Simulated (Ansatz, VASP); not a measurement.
# H30C41O6 (amorphous poly(ether ketone) at 400 K): VASP beside Ansatz

One calculation is typed for both programs; each brings its own data sets. How far apart do they land? The cell is taken from a series of runs on this material, whose earlier steps may have relaxed, scaled, displaced or heated it; both programs get it as it stands.

Main program and level: Ansatz 0.2.0; plane waves, with VASP 6.6.1 beside it; single point at PBE with D3(BJ).

## (1) The structure

The cell holds 154 atoms: 82 C, 12 O and 60 H. Cell: a = 12.148 Å, b = 12.148 Å, c = 12.148 Å, α = 90.0°, β = 90.0°, γ = 90.0°. As first built, before any earlier steps moved the atoms (in the runner's words): 2 poly(ether ketone) chains of 3 units placed at random, at 1.15 g/cm^3; overlaps pushed apart, then 20 ps at 800 K with MMFF94 bonds, angles, torsions, charges and radii (Halgren, J. Comput. Chem. 17, 490 (1996)) in harmonic and 12-6 forms; charges of ions scaled by 0.8. Snapshot after 30 ps at 400 K and fixed volume.

## (2) Ansatz: single point, PBE with D3(BJ)

Ansatz runs on its default PAW (the set named soft_2) files.

A single point gives forces, pressure and levels at one fixed geometry, so differences don't come from the geometry; what else differs is listed under the comparison.

The input, input.yaml:

```yaml
crystal:
  lattice:
    - [12.14846, 0.0, 0.0]
    - [0.0, 12.14846, 0.0]
    - [0.0, 0.0, 12.14846]
  atoms:
    - { symbol: C, position: [0.22127, 0.31486, 0.13059] }
    - { symbol: C, position: [0.28208, 0.27453, 0.23541] }
    - { symbol: C, position: [0.38708, 0.24236, 0.21275] }
    - { symbol: C, position: [0.45385, 0.19714, 0.29926] }
    - { symbol: C, position: [0.4039, 0.18716, 0.40566] }
    - { symbol: C, position: [0.30597, 0.24217, 0.42626] }
    - { symbol: C, position: [0.24364, 0.28858, 0.34584] }
    - { symbol: C, position: [0.4761, 0.14026, 0.49044] }
    - { symbol: O, position: [0.50086, 0.04396, 0.46781] }
    - { symbol: C, position: [0.51399, 0.19522, 0.59332] }
    - { symbol: C, position: [0.5012, 0.30679, 0.61397] }
    - { symbol: C, position: [0.54356, 0.35237, 0.70659] }
    - { symbol: C, position: [0.60897, 0.28978, 0.78284] }
    - { symbol: C, position: [0.64362, 0.18563, 0.7493] }
    - { symbol: C, position: [0.58427, 0.13316, 0.66205] }
    - { symbol: O, position: [0.65981, 0.33243, 0.8845] }
    - { symbol: C, position: [0.62787, 0.43359, 0.9257] }
    - { symbol: C, position: [0.71689, 0.49421, 0.95784] }
    - { symbol: C, position: [0.69828, 0.59602, 0.00789] }
    - { symbol: C, position: [0.5995, 0.64129, 0.03618] }
    - { symbol: C, position: [0.51038, 0.57519, 0.00784] }
    - { symbol: C, position: [0.52409, 0.47275, 0.96003] }
    - { symbol: C, position: [0.57959, 0.75086, 0.08271] }
    - { symbol: O, position: [0.49405, 0.76871, 0.13131] }
    - { symbol: C, position: [0.66293, 0.84219, 0.07355] }
    - { symbol: C, position: [0.67219, 0.91495, 0.15684] }
    - { symbol: C, position: [0.73284, 0.01047, 0.14398] }
    - { symbol: C, position: [0.78888, 0.0245, 0.04896] }
    - { symbol: C, position: [0.77351, 0.96286, 0.95777] }
    - { symbol: C, position: [0.71589, 0.86301, 0.97217] }
[... 118 atom lines left out ...]
    - { symbol: H, position: [0.29202, 0.83999, 0.14568] }
    - { symbol: H, position: [0.03485, 0.67181, 0.30002] }
    - { symbol: H, position: [0.00899, 0.55888, 0.1293] }
    - { symbol: H, position: [0.25466, 0.96403, 0.30074] }
    - { symbol: H, position: [0.33239, 0.83009, 0.33458] }
    - { symbol: H, position: [0.25015, 0.90404, 0.4293] }
kpoints:
  mp_grid: { grid: [1, 1, 1] }
hamiltonian:
  xc: pbe
  dispersion: d3bj
scf:
  occupations: { method: gaussian, width: 0.025 }
output:
  forces: true
```

Started as:

```sh
$ ansatz run input.yaml --threads 4 --pin off --max-ram 8192MiB --backend cpu --events-out ev --progress --plain --runs-dir out
```

Numbers of over 12 decimals in the logs are rounded to 6 here.

What it wrote:

```text
Engine: ansatz 0.2.0, aarch64-unknown-linux-gnu
Pseudopotentials: kind: paw
Pseudopotential: C, paw, valence charge 4, recommended cutoff 420 eV (normal), C.paw.azcp
Pseudopotential: O, paw, valence charge 6, recommended cutoff 420 eV (normal), O.paw.azcp
Pseudopotential: H, paw, valence charge 1, recommended cutoff 420 eV (normal), H.paw.azcp
Functional definition: PBE
  parameter kappa = 0.804
  parameter beta = 0.066725
  exchange = pbe_x(kappa = kappa, mu = beta*pi^2/3)
  correlation = pbe_c(beta = beta)
Crystal: 154 atoms, lattice volume = 1792.931 Å³
Basis set: ecut = 420 eV, 35033 PW (Γ), exchange–correlation on 180×180×180 points (8 copies of the dense FFT grid, shifted against one another)
Bands: 384, of which v1, the nominal top of the filled ones, is band 230 counted from 1 (229 counted from 0)
Symmetry: 1 space group operations
Space group: P1 (ITA 1), of the structure as read, at distance tolerance 1.2e-4 Å
k-points: 1
Non-local potential: C, projectors of the file, l = 0: 2, l = 1: 2, l = 2: 1
Non-local potential: O, projectors of the file, l = 0: 2, l = 1: 2, l = 2: 1
Non-local potential: H, projectors of the file, l = 0: 2, l = 1: 1
PAW form: soft (Blöchl's): semilocal exchange-correlation on the pseudo side does not see the compensation charge
PAW one-centre angular grid: C, 110 points (default); XC on 64 Gauss nodes
PAW one-centre angular grid: O, 110 points (default); XC on 64 Gauss nodes
PAW one-centre angular grid: H, 110 points (default); XC on 64 Gauss nodes
Initial density: superposition of atomic densities (neutral atoms: chi_scale 0, normalization atom), corrected by the library's trained network
Initial wavefunctions: pseudopotential atomic-orbital guess
Functional: x = pbe(κ = 0.804, μ = 0.219515), c = pbe(β = 0.066725)
SCF iter   1: F=—  HF=-28329.233260 eV  |F-HF|=—  |Δ(HF+E_count)|=         —  Δρ=5.19e-3  dr2=6.05e-1  ethr=1.77e-3  ⟨swp⟩=6.0  Hψ=1762  notcnv=0  defer=58
preconditioner: auto → Resta (q_TF=auto, 2.175 Å⁻¹)  ε∞=2.6  [insulator: Δε(μ)=2.610 eV  Ē_g=15.067 eV  σ=0.025 eV  W_gap=1.00  n_scr=304 (ndim 8)  ℏωp=18.8 eV  f_vac=0.254  D(μ)=0.00/eV (n_scr^D=0)  ε∞_Penn≈2.6]
SCF iter   2: F=—  HF=-28329.130161 eV  |F-HF|=—  |Δ(HF+E_count)|=   1.03e-1  Δρ=2.46e-3  dr2=8.62e-2  ethr=1.31e-4  ⟨swp⟩=2.0  Hψ=669  notcnv=0  defer=148
SCF iter   3: F=—  HF=-28329.133595 eV  |F-HF|=—  |Δ(HF+E_count)|=   3.43e-3  Δρ=1.19e-3  dr2=2.67e-2  ethr=1.87e-5  ⟨swp⟩=2.0  Hψ=467  notcnv=0  defer=30
automatic band count: iteration 3 solves 266 bands in place of 384: the levels show a gap, and the empty bands left out lie too high to hold charge; the band table lists the bands solved (type scf.n_extra_bands for more)
SCF iter   4: F=—  HF=-28329.135189 eV  |F-HF|=—  |Δ(HF+E_count)|=   1.59e-3  Δρ=6.39e-4  dr2=7.47e-3  ethr=5.81e-6  ⟨swp⟩=3.0  Hψ=468  notcnv=0  defer=30
SCF iter   5: F=—  HF=-28329.134528 eV  |F-HF|=—  |Δ(HF+E_count)|=   6.61e-4  Δρ=2.03e-4  dr2=9.05e-4  ethr=1.62e-6  ⟨swp⟩=3.0  Hψ=465  notcnv=0  defer=30
SCF iter   6: F=—  HF=-28329.134533 eV  |F-HF|=—  |Δ(HF+E_count)|=   5.27e-6  Δρ=9.34e-5  dr2=1.64e-4  ethr=1.97e-7  ⟨swp⟩=2.0  Hψ=463  notcnv=0  defer=30
SCF iter   7: F=—  HF=-28329.134576 eV  |F-HF|=—  |Δ(HF+E_count)|=   4.23e-5  Δρ=3.02e-5  dr2=1.85e-5  ethr=3.57e-8  ⟨swp⟩=2.0  Hψ=464  notcnv=0  defer=30
SCF iter   8: F=—  HF=-28329.137410 eV  |F-HF|=—  |Δ(HF+E_count)|=   2.83e-3  Δρ=1.27e-5  dr2=2.95e-6  ethr=4.02e-9  ⟨swp⟩=2.0  Hψ=494  notcnv=0  defer=30
SCF iter   9: F=—  HF=-28329.137410 eV  |F-HF|=—  |Δ(HF+E_count)|=   4.69e-7  Δρ=6.64e-6  dr2=7.77e-7  ethr=6.41e-10  ⟨swp⟩=2.0  Hψ=464  notcnv=0  defer=30
SCF iter  10: F=—  HF=-28329.137410 eV  |F-HF|=—  |Δ(HF+E_count)|=   7.52e-9  Δρ=2.57e-6  dr2=1.18e-7  ethr=1.69e-10  ⟨swp⟩=2.0  Hψ=460  notcnv=0  defer=30
SCF iter  11: F=-28329.137410 eV  HF=-28329.137410 eV  |F-HF|=1.21e-9  |Δ(HF+E_count)|=   1.16e-8  Δρ=8.61e-7  dr2=1.54e-8  ethr=2.17e-11  ⟨swp⟩=4.0  Hψ=905  notcnv=0
SCF 1 converged in 11 iterations: F = -28329.137410 eV  dr2 = 1.54e-8
  greatest PAW one-centre occupation: 0.879 electrons in one spin orbital (limit 2), on the O atom at site 23 (counted from 0), in its partial waves of l = 0
SCF converged after 11 iterations
Free energy (F): -28329.137410 eV
Harris-Foulkes:  -28329.137410 eV  (|F-HF|=1.21e-9)
Internal energy: -28329.137410 eV  (E = F + TS)
E sigma→0 (E₀):  -28329.137410 eV
Fermi energy:    1.381817 eV
--- Per-component energies (eV) ---
  E_band       = -3374.628975
  E_kinetic    = 10336.935103
  E_local      = -33208.685033  (includes V_loc(G=0)·N_el)
  E_nonlocal   = 2931.514007
  E_hartree    = 12125.131605
  E_xc         = -5331.893543
  E_vxc        = -6656.155131  (∫ρ·V_xc dr)
  E_paw        = -10077.228024  (= ΣΔE_a)
  E_vpaw       = -1028.448495  (= ΣTr[D̂ρ^β])
  E_aug_tail   = -0.052174  (compensation charges beyond the density's cutoff)
  E_ewald      = -5094.570019
  E_disp       = -10.289331  (pairwise vdW)
  E_smearing   = -0.000000  (= −TS)
  E_closure    = -0.000000  (closes the sum)
  Σ components = -28329.137410   (vs F -28329.137410, Δ=0.00e0)
--- Forces (eV/Å), atoms counted from 1 ---
  atom   1  C      1.23782122    -2.30103356     1.17306531
  atom   2  C     -1.39453055     2.36610774    -0.51237572
  atom   3  C      1.07559196    -1.60027858     3.35665296
  atom   4  C     -1.97963319     0.12590651    -0.93035493
  atom   5  C      1.97209512     1.96019502    -1.54759546
  atom   6  C      0.08576243    -0.22599083     1.56144566
  atom   7  C      1.45282959    -1.33802487    -2.84586833
  atom   8  C     -0.84999502    -1.38964508     0.04289558
  atom   9  O      0.89151664    -0.33192338     0.65871176
  atom  10  C      0.75472502    -1.30521548    -0.52603009
  atom  11  C     -1.47526372     0.30103717    -0.79213211
  atom  12  C      1.27022361     0.92510195     2.96975267
  atom  13  C      0.93817343     0.83368629     0.13389253
  atom  14  C     -1.46101967    -1.22004570    -0.42847876
  atom  15  C      1.11773688     0.53726370     0.58768756
  atom  16  O     -1.96064706    -0.97021509    -2.48667031
  atom  17  C      0.04757776    -0.41676318     0.79743667
  atom  18  C     -0.74646099     1.44412649     0.66149576
  atom  19  C      2.94242545     0.16856832    -0.03592125
  atom  20  C     -1.05110260    -0.20415245    -0.89610732
  atom  21  C     -2.98051533    -0.37547061     0.04883563
  atom  22  C     -0.09807710    -0.67320417    -1.07237430
  atom  23  C      1.25984403     0.37616453     0.25259481
  atom  24  O     -1.14509428     0.28324729     0.51966430
[...]
atom 147  H     -0.49605518     0.91633463    -0.12013098
  atom 148  H     -0.35997869     0.33387903     0.32213098
  atom 149  H      0.09105934    -0.15332679     0.50500605
  atom 150  H     -1.02557191    -0.41747786     1.07365124
  atom 151  H      0.32992450     0.27448426     0.12450086
  atom 152  H      0.27189996    -0.69512649    -0.38888940
  atom 153  H     -0.48500174     0.56594216    -0.45067732
  atom 154  H      0.47008474     0.34019798     0.61412508
  max |Σ_I F_I| component: 1.16e-4 eV/Å
```

## (3) VASP: single point, PBE with D3(BJ)

The same cell, functional, mesh and smearing now go to VASP, with its own data sets.

Lines of VASP's logs that name or quote its potential files are left out, and so is its time.

The input, INCAR:

```
SYSTEM = H30C41O6
PREC = Accurate
ENCUT = 520
EDIFF = 1E-06
NELM = 120
ISMEAR = 0
SIGMA = 0.025
LREAL = Auto
ALGO = Normal
GGA = PE
IVDW = 12
NBANDS = 337
LORBIT = 11
LWAVE = .FALSE.
LCHARG = .FALSE.
ISIF = 2
LASPH = .TRUE.
GGA_COMPAT = .FALSE.
EFERMI = MIDGAP
```

The input, POSCAR:

```
H30C41O6
1.0
   12.1484600000      0.0000000000      0.0000000000
    0.0000000000     12.1484600000      0.0000000000
    0.0000000000      0.0000000000     12.1484600000
C O H
82 12 60
Direct
    0.2212700000      0.3148600000      0.1305900000
    0.2820800000      0.2745300000      0.2354100000
    0.3870800000      0.2423600000      0.2127500000
    0.4538500000      0.1971400000      0.2992600000
    0.4039000000      0.1871600000      0.4056600000
    0.3059700000      0.2421700000      0.4262600000
    0.2436400000      0.2885800000      0.3458400000
    0.4761000000      0.1402600000      0.4904400000
    0.5139900000      0.1952200000      0.5933200000
    0.5012000000      0.3067900000      0.6139700000
    0.5435600000      0.3523700000      0.7065900000
    0.6089700000      0.2897800000      0.7828400000
    0.6436200000      0.1856300000      0.7493000000
    0.5842700000      0.1331600000      0.6620500000
    0.6278700000      0.4335900000      0.9257000000
    0.7168900000      0.4942100000      0.9578400000
    0.6982800000      0.5960200000      0.0078900000
    0.5995000000      0.6412900000      0.0361800000
    0.5103800000      0.5751900000      0.0078400000
    0.5240900000      0.4727500000      0.9600300000
    0.5795900000      0.7508600000      0.0827100000
    0.6629300000      0.8421900000      0.0735500000
    0.6721900000      0.9149500000      0.1568400000
    0.7328400000      0.0104700000      0.1439800000
    0.7888800000      0.0245000000      0.0489600000
    0.7735100000      0.9628600000      0.9577700000
    0.7158900000      0.8630100000      0.9721700000
    0.9457300000      0.1287300000      0.9791000000
    0.0157400000      0.0354500000      0.9695600000
    0.1111400000      0.0467000000      0.9071700000
[... 118 atom lines left out ...]
    0.2920200000      0.8399900000      0.1456800000
    0.0348500000      0.6718100000      0.3000200000
    0.0089900000      0.5588800000      0.1293000000
    0.2546600000      0.9640300000      0.3007400000
    0.3323900000      0.8300900000      0.3345800000
    0.2501500000      0.9040400000      0.4293000000
```

The input, KPOINTS:

```
Automatic mesh
0
Gamma
1 1 1
0 0 0
```

Potentials, in the order of the species: C, O and H (PBE family, release 64).

Started as:

```sh
$ export OMP_NUM_THREADS=3
$ mpirun -np 1 vasp_gam
```

What it wrote:

```text
[banner, memory and clock lines left out]
running    1 mpi-ranks, on    1 nodes
[...]
Offloading initialized ...    1 GPUs detected
[...]
LDA part: xc-table for (Slater+PW92), standard interpolation
 POSCAR, INCAR and KPOINTS ok, starting setup
[...]
entering main loop
       N       E                     dE             d eps       ncg     rms          rms(c)
DAV:   1     0.333040849568E+04    0.33304E+04   -0.24235E+05   682   0.127E+03
DAV:   2    -0.728104154855E+03   -0.40585E+04   -0.38382E+04   851   0.298E+02
DAV:   3    -0.110929699416E+04   -0.38119E+03   -0.37668E+03   820   0.936E+01
DAV:   4    -0.111920446188E+04   -0.99075E+01   -0.98643E+01   836   0.169E+01
[...]
DAV:  16    -0.102860093343E+04    0.50905E-04   -0.49309E-05   756   0.202E-02    0.978E-03
DAV:  17    -0.102860092704E+04    0.63944E-05   -0.23608E-05   844   0.116E-02    0.633E-03
DAV:  18    -0.102860092612E+04    0.92137E-06   -0.69647E-06   796   0.695E-03
   1 F= -.10388887E+04 E0= -.10388887E+04  d E =0.000000E+00
```

From OUTCAR (step 3):

```text
  FREE ENERGIE OF THE ION-ELECTRON SYSTEM (eV)
  ---------------------------------------------------
  free  energy   TOTEN  =     -1038.8886723845 eV

  energy  without entropy=    -1038.8886723845  energy(sigma->0) =    -1038.88867238
```

The run ends at a pressure of 0.74 GPa, with forces up to 3.9 eV/Å.

## (4) Side by side

Known differences besides the potentials themselves: the cutoff is 420 eV in Ansatz and 520 eV in VASP (PREC = Accurate, projectors in real space). Total energies have different zeros and are not compared.

Compared:

```
              quantity  Ansatz   VASP  difference
gap on the k mesh (eV)   2.392  2.387      +0.005
```

Forces on 10 of the 154 atoms, those with the largest forces and the largest differences (eV/Å; atoms numbered as in POSCAR):

```
atom          Ansatz x, y, z            VASP x, y, z
  C3    1.076, -1.600, 3.357    1.098, -1.601, 3.319
  C7   1.453, -1.338, -2.846   1.410, -1.316, -2.828
 C21     1.260, 0.376, 0.253     1.677, 0.287, 0.015
 C25    1.470, 3.157, -1.220    1.411, 3.089, -1.195
 C26  -0.997, -3.564, -0.539  -0.979, -3.552, -0.578
 C40    2.665, -0.682, 2.875    2.651, -0.681, 2.842
 C55     3.480, 0.603, 0.007     3.499, 0.608, 0.029
 C78    2.401, 2.459, -1.286    2.408, 2.475, -1.278
 O85    -1.145, 0.283, 0.520    -1.589, 0.380, 0.767
 O89    0.749, -0.070, 1.357     1.045, 0.057, 1.725
```

The forces differ by 74 meV/Å r.m.s., which is 7.2 % of the r.m.s. force of 1.019 eV/Å (both taken over all components). A gap on the mesh is an upper bound, since the band edges may lie between its points.

## (5) What came out

```json
{"r.m.s. force difference (single point, PBE with D3(BJ))": "7.2 % of the r.m.s. force"}
```

What this shows: The r.m.s. force difference is 7.2 % of the r.m.s. force (single point, PBE with D3(BJ)), beyond the 3 % picked in this series as the mark of a large difference. What causes the difference of the single point, PBE with D3(BJ) pair stays open here. Such differences can come from data sets, numerical settings and the points named under the comparisons, not from the functional's error against experiment.

[Lines on the potential files, build, host, timing and source positions are cut from VASP's logs without a mark.]

[Logs are printed without paths, hosts, clocks, repeated set-up lines and the standing remarks that a program may print on its own settings, such as how far it seeks lower states.]

[Hosts, paths, dates, database ids (printed as entryN), source tags and the programs' standing remarks are cut or masked in the printed files.]

[The MMFF94 radii named for the starting cell were scaled by 0.96; in molecules described by MMFF94, hydrogen bound to N, O or S took a small fixed 12-6 site in their place.]
